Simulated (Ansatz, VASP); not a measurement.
One calculation of LiAl2O3, two programs

```
Li Al O
1.0
     2.89744    0.00000    0.00000
    -1.44872    2.50926    0.00000
     0.00000    0.00000   12.03925
Li Al O
1 2 3
Direct
  0.00000 0.00000 0.50000
  0.66667 0.33333 0.11424
  0.33333 0.66667 0.88576
  0.00000 0.00000 0.00000
  0.33333 0.66667 0.17070
  0.66667 0.33333 0.82930
```

Alike in both runs: functional PBE; k mesh 12 × 12 × 4; occupations gaussian, width 0.1 eV; no spin polarisation.

Ansatz relaxed the structure, and its values are those at the end. VASP's run is a single point on that final structure, the one shown.

|  | VASP | Ansatz |
| --- | --- | --- |
| version | VASP 6.6.1 | Ansatz 0.2.0 |
| potentials or method | VASP PAW PBE potentials, release 64 (Li_sv, Al, O) | scalar-relativistic, plane waves, PAW |
| plane-wave cutoff (eV) | 520 | 420 |
| valence electrons in the cell | 27 | 27 |

|  | VASP | Ansatz | Ansatz less VASP |
| --- | --- | --- | --- |
| gap on the k mesh at the Fermi level (eV) | none | none | - |
| rms of the force components (eV/Å) | 0.014 | 0.001 | -0.0131 |

A gap of «none» marks a metal or a gap that the smearing closes. With one functional, cell and mesh, what is left measures potentials, basis and numerics.

Caveats: an odd number of electrons without spin polarisation forces a metal; a magnetic or distorted state may lie lower.
